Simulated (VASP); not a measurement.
Write the native input for VASP 6.6.1 that does the following.

```yaml
Task: single point
Functional: PBE
Potentials_or_basis: VASP PAW PBE potentials, release 64 (Si, Sb, Te)
Cutoff: 520 eV
k_mesh: 8 × 8 × 8
Occupations: gaussian, width 0.1 eV
Spin: no spin polarisation
Dipole_correction: no
Further_INCAR_settings: ALGO = Normal; EDIFF = 1e-06; NBANDS = 22
```

The structure of SiSbTe3 lies in POSCAR:

```
SiSbTe3
1.0
    5.2667903073      0.0000000000      0.0000000000
    0.0000000000      5.2667903073      0.0000000000
    0.0000000000      0.0000000000      5.2667903073
Si Sb Te
1 1 3
Direct
    0.0000000000      0.0000000000      0.0000000000
    0.5000000000      0.5000000000      0.5000000000
    0.5000000000      0.0000000000      0.0000000000
    0.0000000000      0.5000000000      0.0000000000
    0.0000000000      0.0000000000      0.5000000000
```

The cell was built by a generator and needn't be a form met in nature.

The cell isn't the ideal one: random cell by space group and Wyckoff sites (Pm-3m, No. 221).

The input as run:

INCAR

```
SYSTEM = SiSbTe3
PREC = Accurate
ENCUT = 520
EDIFF = 1E-6
ISMEAR = 0
SIGMA = 0.1
LREAL = .FALSE.
LASPH = .TRUE.
NELM = 100
ALGO = Normal
ISIF = 2
LWAVE = .FALSE.
LCHARG = .TRUE.
GGA = PE
LELF = .TRUE.
LVHAR = .TRUE.
NBANDS = 22
```

KPOINTS

```
regular mesh
0
G
  8 8 8
  0 0 0
```

Potentials or basis: VASP PAW PBE potentials, release 64 (Si, Sb, Te).

The run is started by

```bash
$ cat potpaw_PBE.64/Si/POTCAR potpaw_PBE.64/Sb/POTCAR potpaw_PBE.64/Te/POTCAR > POTCAR
$ mpirun -np 1 vasp_std > vasp.out
```

Results of the run:

| Item | Value |
| --- | --- |
| Pressure | 0.0 GPa |
| Band gap on the k mesh | none (metal or under the smearing width) |

It took 64 s on 1 thread of Intel(R) Xeon(R) Platinum 8488C (Sapphire Rapids), with other jobs on the host, peak memory 0.3 GiB.
